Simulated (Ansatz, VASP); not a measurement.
**TiGe2N4 (TiGe2N4 monolayer) in two plane-wave programs**

Wanted: the spread between two codes on one cell, functional and k mesh. The cell is taken from a series of runs on this material, whose earlier steps may have relaxed, scaled, displaced or heated it; both programs get it as it stands.

Main program and level: Ansatz 0.2.0; plane waves, with VASP 6.6.1 beside it; single point at PBE with D3(BJ).

## (1) Starting point

The cell holds 7 atoms: 4 N, 2 Ge and 1 Ti. Its edges and angles: a = 3.037 Å, b = 3.037 Å, c = 25.291 Å, α = 90.0°, β = 90.0°, γ = 120.0°. Vacuum lies along c.

Structure file:

```xyz
7
Lattice="3.0371 0.0000 0.0000 -1.5185 2.6302 0.0000 0.0000 0.0000 25.2915" Properties=species:S:1:pos:R:3
N     0.0000    0.0000    9.0000
N     0.0000    1.7534   11.4997
N     0.0000    1.7534   13.7918
N     0.0000    0.0000   16.2915
Ge    0.0000    1.7534    9.6233
Ge    0.0000    1.7534   15.6682
Ti    0.0000    0.0000   12.6457
```

## (2) VASP: single point, PBE with D3(BJ)

With cell and atoms fixed, the geometry can't cause a difference; cores, projectors, grids and the points listed under the comparison can.

Lines of VASP's logs that name or quote its potential files are left out, and so is its time.

INCAR

```
SYSTEM = TiGe2N4
PREC = Accurate
ENCUT = 520
EDIFF = 1E-06
NELM = 120
ISMEAR = -1
SIGMA = 0.02585
LREAL = .FALSE.
ALGO = Normal
GGA = PE
IVDW = 12
NBANDS = 37
LASPH = .TRUE.
LORBIT = 11
LWAVE = .FALSE.
LCHARG = .FALSE.
ISIF = 2
LDIPOL = .TRUE.
IDIPOL = 3
DIPOL = 0.5 0.5 0.5
LVHAR = .TRUE.
GGA_COMPAT = .FALSE.
EFERMI = MIDGAP
NELMDL = -8
KPAR = 2
```

POSCAR

```
TiGe2N4
1.0
    3.0370596278      0.0000000000      0.0000000000
   -1.5185298139      2.6301707905      0.0000000000
    0.0000000000      0.0000000000     25.2914786613
N Ge Ti
4 2 1
Direct
    0.0000000000      0.0000000000      0.3558510801
    0.3333333333      0.6666666667      0.4546860899
    0.3333333333      0.6666666667      0.5453139101
    0.0000000000      0.0000000000      0.6441489199
    0.3333333333      0.6666666667      0.3804958155
    0.3333333333      0.6666666667      0.6195041845
    0.0000000000      0.0000000000      0.5000000000
```

KPOINTS

```
Automatic mesh
0
Gamma
18 18 1
0 0 0
```

PAW data sets: N, Ge_d and Ti_sv (PBE family, release 64).

Command:

```bash
mpirun -np 2 vasp_std
```

Numbers of over 12 decimals in the logs are rounded to 6 here.

The program printed:

```text
[banner, memory and clock lines left out]
running    2 mpi-ranks, on    1 nodes
 distrk:  each k-point on    1 cores,    2 groups
 distr:  one band on    1 cores,    1 groups

 POSCAR found type information on POSCAR N GeTi
 POSCAR found :  3 types and       7 ions
 LDA part: xc-table for (Slater+PW92), standard interpolation
 POSCAR, INCAR and KPOINTS ok, starting setup
 FFT: planning ... GRIDC
 FFT: planning ... GRID_SOFT
 FFT: planning ... GRID
 WAVECAR not read
 entering main loop
       N       E                     dE             d eps       ncg     rms          rms(c)
DAV:   1     0.794049755704E+03    0.79405E+03   -0.30214E+04  3398   0.264E+03
DAV:   2     0.951511370504E+02   -0.69890E+03   -0.67328E+03  3055   0.801E+02
DAV:   3    -0.522182864506E+02   -0.14737E+03   -0.14237E+03  4219   0.232E+02
DAV:   4    -0.646069307439E+02   -0.12389E+02   -0.12356E+02  4162   0.775E+01
DAV:   5    -0.654477590507E+02   -0.84083E+00   -0.84047E+00  4492   0.143E+01
DAV:   6    -0.654818748382E+02   -0.34116E-01   -0.34114E-01  4085   0.232E+00
DAV:   7    -0.654829914052E+02   -0.11166E-02   -0.11166E-02  4300   0.402E-01
DAV:   8    -0.654830261532E+02   -0.34748E-04   -0.34748E-04  4175   0.705E-02    0.235E+01
DAV:   9    -0.539056201659E+02    0.11577E+02   -0.73603E+01  3992   0.679E+01    0.143E+01
DAV:  10    -0.538665230192E+02    0.39097E-01   -0.34315E+01  3450   0.402E+01    0.882E+00
DAV:  11    -0.531508488170E+02    0.71567E+00   -0.32533E+00  3414   0.126E+01    0.497E+00
DAV:  12    -0.529537145267E+02    0.19713E+00   -0.20323E+00  3991   0.109E+01    0.336E+00
DAV:  13    -0.528592653489E+02    0.94449E-01   -0.52853E-01  4080   0.485E+00    0.113E+00
DAV:  14    -0.528581625521E+02    0.11028E-02   -0.38405E-02  3445   0.131E+00    0.675E-01
[...]
DAV:  24    -0.528535226178E+02   -0.89245E-05   -0.20358E-06  2389   0.943E-03    0.360E-03
DAV:  25    -0.528535311411E+02   -0.85233E-05   -0.12259E-06  1979   0.760E-03    0.230E-03
DAV:  26    -0.528535340601E+02   -0.29190E-05   -0.41679E-07  1861   0.524E-03    0.151E-03
DAV:  27    -0.528535369677E+02   -0.29076E-05   -0.46900E-07  2063   0.290E-03    0.105E-03
DAV:  28    -0.528535380230E+02   -0.10553E-05   -0.92438E-08  1877   0.285E-03    0.537E-04
DAV:  29    -0.528535392938E+02   -0.12709E-05   -0.64113E-08  1757   0.164E-03    0.162E-04
DAV:  30    -0.528535403613E+02   -0.10675E-05   -0.46677E-08  1852   0.106E-03    0.336E-04
DAV:  31    -0.528535411077E+02   -0.74642E-06   -0.44422E-08  1846   0.104E-03
   1 F= -.54498330E+02 E0= -.54498330E+02  d E =-.394223E-11
```

From OUTCAR (step 2):

```text
ion  position               nearest neighbor table
   1  0.000  0.000  0.356-   5 1.86   5 1.86   5 1.86
   2  0.333  0.667  0.455-   5 1.88   7 2.09   7 2.09   7 2.09
   3  0.333  0.667  0.545-   6 1.88   7 2.09   7 2.09   7 2.09
   4  0.000  0.000  0.644-   6 1.86   6 1.86   6 1.86
   5  0.333  0.667  0.380-   1 1.86   1 1.86   1 1.86   2 1.88
   6  0.333  0.667  0.620-   4 1.86   4 1.86   4 1.86   3 1.88
   7  0.000  0.000  0.500-   2 2.09   3 2.09   2 2.09   3 2.09   2 2.09   3 2.09

  LATTYP: Found a hexagonal cell.
 ALAT       =     3.0370596278
 C/A-ratio  =     8.3276200539

 Subroutine GETGRP returns: Found 12 space group operations
 (whereof 12 operations were pure point group operations)

The static configuration has the point symmetry D_3h.

 Found     37 irreducible k-points:

   k-points           NKPTS =     37   k-points in BZ     NKDIM =     37   number of bands    NBANDS=     37

   dimension x,y,z NGX =    24 NGY =   24 NGZ =  192
   dimension x,y,z NGXF=    48 NGYF=   48 NGZF=  384

   ENCUT  =  520.0 eV  38.22 Ry    6.18 a.u.   5.65  5.65 47.03*2*pi/ulx,y,z

   NELECT =      60.0000    total number of electrons

 k-points in reciprocal lattice and weights: Automatic mesh
   0.00000000  0.00000000  0.00000000       0.003
   0.05555556  0.00000000  0.00000000       0.019
   0.11111111  0.00000000  0.00000000       0.019
   0.16666667  0.00000000  0.00000000       0.019
   0.22222222  0.00000000  0.00000000       0.019
   0.27777778  0.00000000  0.00000000       0.019
   0.33333333  0.00000000  0.00000000       0.019
   0.38888889  0.00000000  0.00000000       0.019
   0.44444444  0.00000000  0.00000000       0.019
[...]
0.33333333  0.27777778  0.00000000       0.037
   0.33333333  0.33333333  0.00000000       0.006

 dipolmoment           0.000000      0.000000      0.000000 electrons x Angstroem

 average (electrostatic) potential at core
       1 -69.6722       2 -69.0506       3 -69.0506       4 -69.6722       5 -80.5928
       6 -80.5928       7 -82.4807

 E-fermi :  -1.2160

 k-point     1 :       0.0000    0.0000    0.0000
  band No.  band energies     occupation
    ...
     26      -3.3963      2.00000
     27      -3.3963      2.00000
     28      -2.4434      2.00000
     29      -2.4434      2.00000
     30      -2.0495      2.00000
     31       0.0061      0.00000
     32       1.5340      0.00000
     33       1.6824      0.00000
     34       2.2112      0.00000
     35       2.2112      0.00000
    ...

 k-point     2 :       0.0556    0.0000    0.0000
  band No.  band energies     occupation
    ...
     26      -3.6329      2.00000
     27      -3.4316      2.00000
     28      -2.5404      2.00000
     29      -2.4917      2.00000
     30      -1.9488      2.00000
     31       0.1235      0.00000
     32       1.6225      0.00000
     33       1.6250      0.00000
     34       2.2724      0.00000
     35       2.2733      0.00000
    ...

 k-point     3 :       0.1111    0.0000    0.0000
  band No.  band energies     occupation
    ...
     26      -3.6938      2.00000
     27      -3.4805      2.00000
     28      -2.7164      2.00000
     29      -2.6254      2.00000
     30      -1.8690      2.00000
     31       0.2354      0.00000
     32       1.5820      0.00000
     33       1.7199      0.00000
     34       2.4373      0.00000
     35       2.4432      0.00000
    ...

 Edisp (eV)   -1.64479

  Total      -0.09946    -0.09946    -0.10670     0.00000     0.00000     0.00000
  in kB      -0.78874    -0.78874    -0.84619     0.00000     0.00000     0.00000
  external pressure =       -0.81 kB  Pullay stress =        0.00 kB

  energy-cutoff  :      520.00
  volume of cell :      202.03
      direct lattice vectors                 reciprocal lattice vectors
     3.037059628  0.000000000  0.000000000     0.329265843  0.190101723  0.000000000
    -1.518529814  2.630170790  0.000000000     0.000000000  0.380203447  0.000000000
     0.000000000  0.000000000 25.291478661     0.000000000  0.000000000  0.039539009

 POSITION                                       TOTAL-FORCE (eV/Angst)
 -----------------------------------------------------------------------------------
      0.00000      0.00000      9.00000         0.000000     -0.000000      0.031927
     -0.00000      1.75345     11.49968        -0.000000      0.000000     -0.048307
     -0.00000      1.75345     13.79180        -0.000000      0.000000      0.048307
      0.00000      0.00000     16.29148         0.000000     -0.000000     -0.031927
     -0.00000      1.75345      9.62330        -0.000000      0.000000     -0.016475
     -0.00000      1.75345     15.66818        -0.000000      0.000000      0.016475
      0.00000      0.00000     12.64574        -0.000000      0.000000      0.000000
 -----------------------------------------------------------------------------------
    total drift:                                0.000002     -0.000001     -0.000000

  FREE ENERGIE OF THE ION-ELECTRON SYSTEM (eV)
  ---------------------------------------------------
  free  energy   TOTEN  =       -54.4983303953 eV

  energy  without entropy=      -54.4983303953  energy(sigma->0) =      -54.49833040

 vacuum level on the upper side and lower side of the slab         5.016         5.016

 total charge
# of ion       s       p       d       tot
------------------------------------------
    1        1.246   2.517   0.000   3.763
    2        1.256   2.485   0.000   3.741
    3        1.256   2.485   0.000   3.741
    4        1.246   2.517   0.000   3.763
    5        1.022   1.337  10.333  12.691
    6        1.022   1.337  10.333  12.691
    7        2.207   6.245   1.819  10.270
--------------------------------------------------
tot          9.254  18.922  22.484  50.660

[... 3 further parts left out ...]
```

This run has no spin polarisation, so a moment on Ti, if there is one, isn't seen.

## (3) Ansatz: single point, PBE with D3(BJ)

Ansatz runs on its default PAW (the set named soft_2) files.

The same cell, functional, mesh and smearing now go to Ansatz, which takes its cutoff from its data sets.

input.yaml

```yaml
crystal:
  lattice:
    - [3.0370596278, 0.0, 0.0]
    - [-1.5185298139, 2.6301707905, 0.0]
    - [0.0, 0.0, 25.2914786613]
  atoms:
    - { symbol: "N", position: [0.0, 0.0, 0.3558510801] }
    - { symbol: Ge, position: [0.3333333333, 0.6666666667, 0.3804958155] }
    - { symbol: "N", position: [0.3333333333, 0.6666666667, 0.4546860899] }
    - { symbol: Ti, position: [0.0, 0.0, 0.5] }
    - { symbol: "N", position: [0.3333333333, 0.6666666667, 0.5453139101] }
    - { symbol: Ge, position: [0.3333333333, 0.6666666667, 0.6195041845] }
    - { symbol: "N", position: [0.0, 0.0, 0.6441489199] }
kpoints:
  mp_grid: { grid: [18, 18, 1] }
  band_path:
    path: [[0, 0, 0], [0.5, 0, 0], [0.33333333, 0.33333333, 0], [0, 0, 0]]
    npoints: 16
hamiltonian:
  xc: pbe
  dispersion: d3bj
scf:
  occupations: { method: fermi_dirac, width: 0.02585 }
  convergence: { dr2_threshold: 1.0e-10 }
efield:
  axis: 3
  dipole_correction: true
  ramp_position: 0.97
  ramp_width: 0.06
  amplitude: 0
output:
  dos: { projected: true, e_range: [-6, 5] }
  write_potential: true
  write_density: true
  volumetric_format: npy
  elf: true
```

Command:

```bash
ansatz run input.yaml --threads 2 --pin off --max-ram 3072MiB --backend cpu --events-out ev --progress --plain --runs-dir out
```

The program printed:

```text
Engine: ansatz 0.2.0, x86_64-unknown-linux-gnu
Pseudopotentials: kind: paw
Pseudopotential: N, paw, valence charge 5, recommended cutoff 420 eV (normal), N.paw.azcp
Pseudopotential: Ge, paw, valence charge 14, recommended cutoff 420 eV (normal), Ge.paw.azcp
Pseudopotential: Ti, paw, valence charge 12, recommended cutoff 420 eV (normal), Ti.paw.azcp
Functional definition: PBE
  parameter kappa = 0.804
  parameter beta = 0.066725
  exchange = pbe_x(kappa = kappa, mu = beta*pi^2/3)
  correlation = pbe_c(beta = beta)
Crystal: 7 atoms, lattice volume = 202.028 Å³
Basis set: ecut = 420 eV, 3913 PW (Γ)
Bands: 37, of which v1, the nominal top of the filled ones, is band 30 counted from 1 (29 counted from 0)
Symmetry: 6 space group operations
k-points: 37 of 324 (time reversal used)
Non-local potential: N, projectors of the file, l = 0: 2, l = 1: 2, l = 2: 1
Non-local potential: Ge, projectors of the file, l = 0: 2, l = 1: 2, l = 2: 3, l = 3: 1
Non-local potential: Ti, projectors of the file, l = 0: 3, l = 1: 2, l = 2: 3, l = 3: 1
PAW form: soft (Blöchl's): semilocal exchange-correlation on the pseudo side does not see the compensation charge
PAW one-centre angular grid: N, 110 points (default); XC on 64 Gauss nodes
PAW one-centre angular grid: Ge, 590 points (default); XC on 64 Gauss nodes
PAW one-centre angular grid: Ti, 590 points (default); XC on 64 Gauss nodes
Initial density: superposition of atomic densities (neutral atoms: chi_scale 0, normalization atom), corrected by the library's trained network
Initial wavefunctions: pseudopotential atomic-orbital guess
Functional: x = pbe(κ = 0.804, μ = 0.219515), c = pbe(β = 0.066725)
SCF iter   1: F=—  HF=-12629.779453 eV  |F-HF|=—  |Δ(HF+E_count)|=         —  Δρ=3.76e-3  dr2=8.82e-2  ethr=1.77e-3  p=0.000 e·Å  D=1.88e-13 V/Å  ΔV_dip=-0.00 eV  dr2_dipole=9.59e-8  V_vac-E_F(+/−)=5.92/5.92 eV  ⟨swp⟩=7.7  Hψ=6353  notcnv=0  defer=5
efield: sawtooth ramp at fractional position 0.9700 (set: `efield.ramp_position`, or a place that a band, a saddle search or an elastic batch's reference lends), width 0.0600; the density the first Hamiltonian is built on has a dipole p = 0.000 e·Å; the dipole correction subtracts the counter field D = 1.88e-13 V/Å, which shifts the + side's vacuum level by -0.00 eV against the − side's; the planar-averaged density in the ramp window peaks in size at 1.6e-5 e/Å³
preconditioner: auto → none  [insulator: Δε(μ)=1.489 eV  Ē_g=17.302 eV  σ=0.026 eV  W_gap=1.00  n_scr=16 (ndim 8)  ℏωp=18.8 eV  f_vac=0.598  D(μ)=0.00/eV (n_scr^D=0)  ε∞_Penn≈2.2]
SCF iter   2: F=—  HF=-12629.829517 eV  |F-HF|=—  |Δ(HF+E_count)|=   5.01e-2  Δρ=9.21e-3  dr2=4.96e-1  ethr=1.47e-4  p=-0.000 e·Å  D=-2.07e-4 V/Å  ΔV_dip=0.01 eV  dr2_dipole=3.20e-6  V_vac-E_F(+/−)=6.66/6.66 eV  ⟨swp⟩=4.3  Hψ=3032  notcnv=0  defer=83
SCF iter   3: F=—  HF=-12629.769303 eV  |F-HF|=—  |Δ(HF+E_count)|=   6.02e-2  Δρ=1.91e-3  dr2=1.17e-2  ethr=1.47e-4  p=0.000 e·Å  D=1.60e-4 V/Å  ΔV_dip=-0.00 eV  dr2_dipole=1.72e-6  V_vac-E_F(+/−)=6.11/6.11 eV  ⟨swp⟩=3.6  Hψ=2355  notcnv=0  defer=82
SCF iter   4: F=—  HF=-12629.769585 eV  |F-HF|=—  |Δ(HF+E_count)|=   2.82e-4  Δρ=7.44e-4  dr2=1.34e-3  ethr=1.96e-5  p=-0.001 e·Å  D=-6.44e-4 V/Å  ΔV_dip=0.02 eV  dr2_dipole=3.00e-5  V_vac-E_F(+/−)=6.19/6.17 eV  ⟨swp⟩=2.2  Hψ=2192  notcnv=0  defer=77
SCF iter   5: F=—  HF=-12629.769943 eV  |F-HF|=—  |Δ(HF+E_count)|=   3.58e-4  Δρ=4.58e-4  dr2=1.34e-3  ethr=2.23e-6  p=0.002 e·Å  D=2.06e-3 V/Å  ΔV_dip=-0.05 eV  dr2_dipole=2.99e-4  V_vac-E_F(+/−)=6.21/6.26 eV  ⟨swp⟩=2.6  Hψ=2157  notcnv=0  defer=77
SCF iter   6: F=—  HF=-12629.769848 eV  |F-HF|=—  |Δ(HF+E_count)|=   9.55e-5  Δρ=2.27e-4  dr2=3.91e-4  ethr=2.23e-6  p=-0.001 e·Å  D=-1.28e-3 V/Å  ΔV_dip=0.03 eV  dr2_dipole=1.11e-4  V_vac-E_F(+/−)=6.25/6.21 eV  ⟨swp⟩=2.0  Hψ=1669  notcnv=0  defer=77
SCF iter   7: F=—  HF=-12629.769824 eV  |F-HF|=—  |Δ(HF+E_count)|=   2.36e-5  Δρ=1.25e-4  dr2=2.06e-5  ethr=6.52e-7  p=-0.000 e·Å  D=-1.56e-4 V/Å  ΔV_dip=0.00 eV  dr2_dipole=1.48e-6  V_vac-E_F(+/−)=6.23/6.23 eV  ⟨swp⟩=2.0  Hψ=1525  notcnv=0  defer=77
SCF iter   8: F=—  HF=-12629.769834 eV  |F-HF|=—  |Δ(HF+E_count)|=   9.90e-6  Δρ=4.53e-5  dr2=2.78e-6  ethr=3.43e-8  p=-0.000 e·Å  D=-7.04e-5 V/Å  ΔV_dip=0.00 eV  dr2_dipole=3.08e-7  V_vac-E_F(+/−)=6.24/6.23 eV  ⟨swp⟩=2.0  Hψ=1862  notcnv=0  defer=77
SCF iter   9: F=—  HF=-12629.769862 eV  |F-HF|=—  |Δ(HF+E_count)|=   2.80e-5  Δρ=1.12e-5  dr2=2.53e-7  ethr=4.63e-9  p=0.000 e·Å  D=2.96e-5 V/Å  ΔV_dip=-0.00 eV  dr2_dipole=1.96e-8  V_vac-E_F(+/−)=6.24/6.24 eV  ⟨swp⟩=2.0  Hψ=2162  notcnv=0  defer=77
SCF iter  10: F=—  HF=-12629.769862 eV  |F-HF|=—  |Δ(HF+E_count)|=   9.21e-8  Δρ=7.71e-6  dr2=1.74e-7  ethr=4.22e-10  p=-0.000 e·Å  D=-2.30e-5 V/Å  ΔV_dip=0.00 eV  dr2_dipole=7.82e-9  V_vac-E_F(+/−)=6.24/6.24 eV  ⟨swp⟩=3.0  Hψ=2066  notcnv=0  defer=77
SCF iter  11: F=—  HF=-12629.769862 eV  |F-HF|=—  |Δ(HF+E_count)|=   1.29e-8  Δρ=2.51e-6  dr2=9.40e-9  ethr=2.90e-10  p=-0.000 e·Å  D=-5.54e-6 V/Å  ΔV_dip=0.00 eV  dr2_dipole=5.97e-10  V_vac-E_F(+/−)=6.24/6.24 eV  ⟨swp⟩=2.0  Hψ=1687  notcnv=0  defer=77
SCF iter  12: F=—  HF=-12629.769862 eV  |F-HF|=—  |Δ(HF+E_count)|=   5.88e-9  Δρ=1.15e-6  dr2=4.94e-9  ethr=1.57e-11  p=-0.000 e·Å  D=-1.38e-6 V/Å  ΔV_dip=0.00 eV  dr2_dipole=6.61e-11  V_vac-E_F(+/−)=6.24/6.24 eV  ⟨swp⟩=2.2  Hψ=2032  notcnv=0  defer=77
SCF iter  13: F=—  HF=-12629.769862 eV  |F-HF|=—  |Δ(HF+E_count)|=  2.36e-10  Δρ=6.50e-7  dr2=5.48e-10  ethr=8.24e-12  p=-0.000 e·Å  D=-2.87e-7 V/Å  ΔV_dip=0.00 eV  dr2_dipole=3.39e-12  V_vac-E_F(+/−)=6.24/6.24 eV  ⟨swp⟩=2.0  Hψ=1583  notcnv=0  defer=77
SCF iter  14: F=-12629.769862 eV  HF=-12629.769862 eV  |F-HF|=1.78e-10  |Δ(HF+E_count)|=  7.06e-10  Δρ=2.27e-7  dr2=5.20e-11  ethr=1.00e-12  p=-0.000 e·Å  D=-2.34e-8 V/Å  ΔV_dip=0.00 eV  dr2_dipole=2.13e-13  V_vac-E_F(+/−)=6.24/6.24 eV  ⟨swp⟩=9.5  Hψ=4953  notcnv=0
SCF 1 converged in 14 iterations: F = -12629.769862 eV  dr2 = 5.20e-11
  greatest PAW one-centre occupation: 0.999 electrons in one spin orbital (limit 2), on the Ti atom at site 3 (counted from 0), in its partial waves of l = 0
NSCF: frozen V_eff on 49 k-points
efield: sawtooth ramp at fractional position 0.9700 (kept from the solve that this one continues, or follows in the run), width 0.0600; the density the first Hamiltonian is built on has a dipole p = -0.000 e·Å; the dipole correction subtracts the counter field D = -2.34e-8 V/Å, which shifts the + side's vacuum level by +0.00 eV against the − side's; the planar-averaged density in the ramp window peaks in size at 2.0e-5 e/Å³
WARN: The output density's exchange-correlation potential varies sharply where the density is thin. Do not read a vacuum level from v_tot or v_xc, or from such a field of the output density. On a cell that repeats whose density bears no net charge and no dipole along the vacuum's axis use v_es (v_loc + v_h of the components); under efield.dipole_correction with no amplitude use v_es + v_field, which holds any externa [...]
SCF converged after 14 iterations
Free energy (F): -12629.769862 eV
Harris-Foulkes:  -12629.769862 eV  (|F-HF|=1.78e-10)
Internal energy: -12629.769862 eV  (E = F + TS)
E sigma→0 (E₀):  -12629.769862 eV
Fermi energy:    0.434765 eV
Dipole field:    D = 0.000001 V/Å  (p = 0.000001 e·Å, saw-weighted, corrected)
Work function:   Φ+ = 6.2376 eV   Φ− = 6.2376 eV
Levels:          The Fermi level and band energies are counted from a zero that moves with the ramp; work functions are not
--- Per-component energies (eV) ---
  E_band       = -995.795457
  E_kinetic    = 1019.205738
  E_local      = -76703.428204  (includes V_loc(G=0)·N_el)
  E_nonlocal   = 1034.161048
  E_hartree    = 37547.869400
  E_xc         = -489.541037
  E_vxc        = -557.888755  (∫ρ·V_xc dr)
  E_paw        = -5602.617178  (= ΣΔE_a)
  E_vpaw       = -883.585229  (= ΣTr[D̂ρ^β])
  E_aug_tail   = 0.000883  (compensation charges beyond the density's cutoff)
  E_efield     = 0.000000  (sawtooth field / dipole correction)
  E_vefield    = 0.000000  (∫n·V_field dr)
  E_ewald      = 30566.224442
  E_disp       = -1.644954  (pairwise vdW)
  E_smearing   = -0.000000  (= −TS)
  E_closure    = 0.000000  (closes the sum)
  Σ components = -12629.769862   (vs F -12629.769862, Δ=0.00e0)
--- Band table (eV; the first three rows and the last of 37) ---
  k-point 0: bands = [... 26 lower, -1.7263, -0.7821, -0.7821, -0.3859, 1.6707, 3.1901, 3.3470, 3.8854, ... 3 higher]
  k-point 1: bands = [... 26 lower, -1.7625, -0.8795, -0.8303, -0.2857, 1.7896, 3.2841, 3.2864, 3.9439, ... 3 higher]
  k-point 2: bands = [... 26 lower, -1.8152, -1.0560, -0.9643, -0.2066, 1.9041, 3.2452, 3.3860, 4.1088, ... 3 higher]
  k-point 36: bands = [... 26 lower, -2.4888, -2.2300, -1.0433, -0.4860, 1.4529, 2.5661, 4.1386, 4.5553, ... 3 higher]
```

## (4) Comparison

Known differences besides the potentials themselves: the cutoff is 420 eV in Ansatz and 520 eV in VASP. Total energies have different zeros and are not compared.

Both answers:

| quantity | Ansatz | VASP | difference |
| --- | --- | --- | --- |
| gap on the k mesh (eV) | 1.310 | 1.306 | +0.004 |

A gap on the mesh is an upper bound, since the band edges may lie between its points. With vacuum in the cell, a pressure given here is an average over mostly empty space and none of the material.

## (5) Outcome

```yaml
difference_in_gap_on_the_k_mesh_single_point_pbe_with_d3_bj: 0.0040 eV
```

The difference in gap on the k mesh is 0.0040 eV (single point, PBE with D3(BJ)), within the 0.08 eV picked in this series as the mark of a large difference. Such differences can come from data sets, numerical settings and the points named under the comparisons, not from the functional's error against experiment.

[Lines on the potential files, build, host, timing and source positions are cut from VASP's logs without a mark.]

[Logs are printed without paths, hosts, clocks, repeated set-up lines and the standing remarks that a program may print on its own settings, such as how far it seeks lower states.]

[Hosts, paths, dates, database ids (printed as entryN), source tags and the programs' standing remarks are cut or masked in the printed files.]
